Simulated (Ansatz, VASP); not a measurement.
# Cross-check of BiB between VASP and Ansatz, part 2 of 2

One calculation is typed for both programs; each brings its own data sets. How far apart do they land? The cell is generated by rule, not measured, and may not be a known phase. The cell is taken from a series of runs on this material, whose earlier steps may have relaxed, scaled, displaced or heated it; both programs get it as it stands.

VASP 6.6.1 and Ansatz 0.2.0.

So far: Set-up; VASP: zone-centre phonons, r2SCAN.

The structure was built from a prototype and need not be the compound's stable phase.

## Step 3: Ansatz: zone-centre phonons, r2SCAN

Level of this step: Ansatz beside VASP: Kohn-Sham DFT, plane waves, r2SCAN (Ansatz).

Ansatz runs on its default PAW (the set named soft_2) files.

The same cell, functional, mesh and smearing now go to Ansatz, which takes its cutoff from its data sets.

input.yaml

```yaml
crystal:
  lattice:
    - [3.3489211864, 0.0, 0.0]
    - [0.0, 3.3489211864, 0.0]
    - [0.0, 0.0, 3.3489211864]
  atoms:
    - { symbol: B, position: [0.0, 0.0, 0.0] }
    - { symbol: Bi, position: [0.5, 0.5, 0.5] }
kpoints:
  mp_grid: { grid: [12, 12, 12] }
hamiltonian:
  xc: r2scan
scf:
  occupations: { method: methfessel_paxton, width: 0.2 }
output:
  eigenvalues: true
phonons:
  method: dfpt
```

On the command line:

```
$ ansatz run input.yaml --threads 4 --pin off --max-ram 7168MiB --backend cpu --events-out ev --progress --plain --runs-dir out
```

Numbers of over 12 decimals in the logs are rounded to 6 here.

Log:

```text
Engine: ansatz 0.2.0, aarch64-unknown-linux-gnu
Pseudopotentials: kind: paw
Pseudopotential: B, paw, valence charge 3, recommended cutoff 500 eV (meta_gga), B.paw.azcp
Pseudopotential: Bi, paw, valence charge 15, recommended cutoff 500 eV (meta_gga), Bi.paw.azcp
Functional definition: r2SCAN
  parameter k0 = 0.174
  parameter k1 = 0.065
  parameter a1 = 4.9479
  exchange = r2scan_x(k0 = k0, k1 = k1, a1 = a1)
  correlation = r2scan_c
Crystal: 2 atoms, lattice volume = 37.559 Å³
Basis set: ecut = 500 eV, 949 PW (Γ), exchange–correlation on 125×125×125 points (125 copies of the dense FFT grid, shifted against one another)
Bands: 13, of which v1, the nominal top of the filled ones, is band 9 counted from 1 (8 counted from 0)
Symmetry: 48 space group operations
k-points: 196 of 1728 (irreducible under 8 space group operations, time reversal used)
Non-local potential: B, projectors of the file, l = 0: 2, l = 1: 2, l = 2: 1
Non-local potential: Bi, projectors of the file, l = 0: 2, l = 1: 2, l = 2: 2, l = 3: 2
PAW form: soft (Blöchl's): semilocal exchange-correlation on the pseudo side does not see the compensation charge
PAW frozen core: B, regenerated for the run's functional (the file was generated under x = pbe(κ = 0.804, μ = 0.219515), c = pbe(β = 0.066725))
PAW frozen core: Bi, regenerated for the run's functional (the file was generated under x = pbe(κ = 0.804, μ = 0.219515), c = pbe(β = 0.066725))
PAW one-centre angular grid: B, 302 points (default); XC on 160 Gauss nodes
PAW one-centre angular grid: Bi, 590 points (default); XC on 160 Gauss nodes
Initial density: superposition of atomic densities (neutral atoms: chi_scale 0, normalization atom), corrected by the library's trained network
Initial wavefunctions: pseudopotential atomic-orbital guess
Functional: x = r2scan, c = r2scan; τ floored in thin density (d = 2e-4 eV/Å³)
SCF iter   1: F=—  HF=-12564.174462 eV  |F-HF|=—  |Δ(HF+E_count)|=         —  Δρ=4.57e-3  dr2=1.08e-2  dr2_τ=8.09e-3  ethr=1.77e-3  ⟨swp⟩=4.9  Hψ=29674  notcnv=0  defer=8
automatic band count: the SCF goes on with 17 bands, as 13 were too few: the levels above may hold too much charge
preconditioner: auto → none  [metal: Δε(μ)=0.018 eV  Ē_g=24.255 eV  σ=0.200 eV  W_gap=0.08  n_scr=6 (ndim 8)  ℏωp=25.7 eV  f_vac=0.000  D(μ)=0.87/eV (n_scr^D=6)  sad-step TF]
SCF iter   2: F=—  HF=-12564.195208 eV  |F-HF|=—  |Δ(HF+E_count)|=   2.07e-2  S|Δr|=    0.00e0  Δρ=2.17e-3  dr2=2.00e-3  dr2_τ=6.51e-5  ethr=6.00e-5  ⟨swp⟩=2.1  Hψ=5986  notcnv=0  defer=36
SCF iter   3: F=—  HF=-12564.196113 eV  |F-HF|=—  |Δ(HF+E_count)|=   9.05e-4  S|Δr|=    0.00e0  Δρ=4.20e-4  dr2=3.70e-5  dr2_τ=2.42e-6  ethr=1.11e-5  ⟨swp⟩=2.7  Hψ=4375  notcnv=0  defer=36
SCF iter   4: F=—  HF=-12564.196177 eV  |F-HF|=—  |Δ(HF+E_count)|=   6.44e-5  S|Δr|=    0.00e0  Δρ=8.84e-5  dr2=2.35e-6  dr2_τ=9.93e-8  ethr=2.06e-7  ⟨swp⟩=2.9  Hψ=4644  notcnv=0  defer=36
SCF iter   5: F=—  HF=-12564.196190 eV  |F-HF|=—  |Δ(HF+E_count)|=   1.29e-5  S|Δr|=    0.00e0  Δρ=3.17e-5  dr2=2.59e-7  dr2_τ=1.07e-8  ethr=1.31e-8  ⟨swp⟩=2.0  Hψ=3651  notcnv=0  defer=36
SCF iter   6: F=—  HF=-12564.196183 eV  |F-HF|=—  |Δ(HF+E_count)|=   7.37e-6  S|Δr|=    0.00e0  Δρ=1.12e-5  dr2=4.34e-8  dr2_τ=6.12e-10  ethr=1.44e-9  ⟨swp⟩=2.0  Hψ=3650  notcnv=0  defer=36
SCF iter   7: F=—  HF=-12564.196183 eV  |F-HF|=—  |Δ(HF+E_count)|=   1.08e-7  S|Δr|=    0.00e0  Δρ=9.15e-7  dr2=2.39e-10  dr2_τ=1.16e-11  ethr=2.41e-10  ⟨swp⟩=2.3  Hψ=4001  notcnv=0  defer=36
SCF iter   8: F=-12564.196183 eV  HF=-12564.196183 eV  |F-HF|=3.64e-12  |Δ(HF+E_count)|=  1.09e-10  S|Δr|=    0.00e0  Δρ=1.28e-7  dr2=4.84e-12  dr2_τ=1.32e-13  ethr=1.00e-12  ⟨swp⟩=10.1  Hψ=21116  notcnv=0
SCF 1 converged in 8 iterations: F = -12564.196183 eV  dr2 = 4.84e-12
  greatest PAW one-centre occupation: 0.987 electrons in one spin orbital (limit 2), on the Bi atom at site 1 (counted from 0), in its partial waves of l = 2
DFPT response loops at Γ: preconditioner auto → Kerker (q_TF=auto, 2.414 Å⁻¹) (partly filled bands, converged f_vac=0.000); β = 1.00, the filter's whole step (`scf.mixing.beta` (0.50) is not read by the response loops under this deck's `scf.mixing.preconditioner`; to damp them name `kerker` or `kerker_dos`, under which they read `scf.mixing.beta`, and type it under 1.00, their step now; both keys bind the ground state too); Broyden in place of MSR1
SCF converged after 8 iterations
Stability not checked: this state was not tested for a lower state beside it, because cold or Methfessel-Paxton smearing, or corrected tetrahedra, fill the levels in a way that the test cannot read (fill_not_monotonic; see scf.lower_state_search)
Free energy (F): -12564.196183 eV
Harris-Foulkes:  -12564.196183 eV  (|F-HF|=3.64e-12)
Internal energy: -12564.197707 eV  (E = F + TS)
E sigma→0 (E₀):  -12564.196564 eV
Entropy (-TS):   0.001524 eV (0.762 meV/atom)
Fermi energy:    11.852442 eV
--- Per-component energies (eV) ---
  E_band       = -72.421354
  E_kinetic    = 338.785812
  E_local      = -1412.092964  (includes V_loc(G=0)·N_el)
  E_nonlocal   = 577.047856
  E_hartree    = 451.742022
  E_xc         = -169.254621
  E_vxc        = -193.423854  (∫ρ·V_xc dr)
  E_paw        = -10768.742338  (= ΣΔE_a)
  E_vpaw       = -298.731821  (= ΣTr[D̂ρ^β])
  E_aug_tail   = -0.000255  (compensation charges beyond the density's cutoff)
  E_vtau       = 12.509766  (kinetic-family band-sum trace: ∫τ·v_τ [+ j·A + Jᵃ·Aᵃ] dr)
  E_ewald      = -1582.540324
  E_core_change = 0.857105  (= ΣΔE_core)
  E_smearing   = 0.001524  (= −TS)
  E_closure    = 0.000000  (closes the sum)
  Σ components = -12564.196183   (vs F -12564.196183, Δ=0.00e0)
--- Band table (eV; the first three rows and the last of 196) ---
  k-point 0: bands = [... 5 lower, -2.9649, 9.1688, 11.0423, 11.0423, 11.0423, 18.0367, 18.0367, 20.1503, ... 4 higher]
  k-point 1: bands = [... 5 lower, -2.8714, 8.5398, 11.1481, 11.1481, 11.2949, 18.1070, 18.3558, 19.9140, ... 4 higher]
  k-point 2: bands = [... 5 lower, -2.5936, 7.2334, 11.4618, 11.4618, 11.7063, 18.2289, 18.3180, 19.2399, ... 4 higher]
  k-point 195: bands = [... 5 lower, 3.2675, 7.3300, 9.4988, 9.4988, 9.4988, 10.6263, 10.6263, 10.6263, ... 4 higher]
--- Phonons (Γ-DFPT): 2 representative perturbations + reference, on 196 of 1728 k-points (Σ response iterations 15) ---
  k mesh reduced under 8 symmetry operations, with k and −k counted as one. Each operation leaves every solved perturbation unchanged. A smaller set is not considered because the functional reads the kinetic-energy density
  ASR residual: 2.251e-4 → 0.000e0 eV/Å²; symmetrization residual: 1.545e-6 eV/Å²
  ASR residual per site (eV/Å²): 2.25e-4 1.82e-4
  Γ frequencies (cm⁻¹): -129.01 -129.01 -129.01 0.00 0.00 0.00
  non-analytic LO–TO correction: not included (Born effective charges unavailable; polar crystals: no LO–TO splitting at Γ)
```

## Step 4: Differences

Known differences besides the potentials themselves: VASP keeps PBE cores, Ansatz makes them for the functional; the cutoff is 500 eV in Ansatz and 550 eV in VASP; VASP uses finite displacements, Ansatz perturbation theory. Total energies have different zeros and are not compared.

Compared:

| quantity | Ansatz | VASP | difference |
| --- | --- | --- | --- |
| optical mode 1 to 3 (imaginary, printed as negative) (cm⁻¹) | -129.0 | -127.9 | -1.1 |

Modes are paired by rising frequency, not by their patterns, so a pair may set unlike modes beside each other; they are those without the splitting of longitudinal modes.

## Step 5: Outcome

| Item | Value |
| --- | --- |
| r.m.s. difference of the optical zone-centre modes, each program's sorted by frequency (zone-centre phonons, r2SCAN) | 1.1 cm⁻¹ |

**Reading.** The r.m.s. difference of the optical zone-centre modes, each program's sorted by frequency is 1.1 cm⁻¹ (zone-centre phonons, r2SCAN). How closely two codes agree says nothing of how well the functional describes the real material.

[Lines on the potential files, build, host, timing and source positions are cut from VASP's logs without a mark.]

[Logs are printed without paths, hosts, clocks, repeated set-up lines and the standing remarks that a program may print on its own settings, such as how far it seeks lower states.]

[Hosts, paths, dates, database ids (printed as entryN), source tags and the programs' standing remarks are cut or masked in the printed files.]
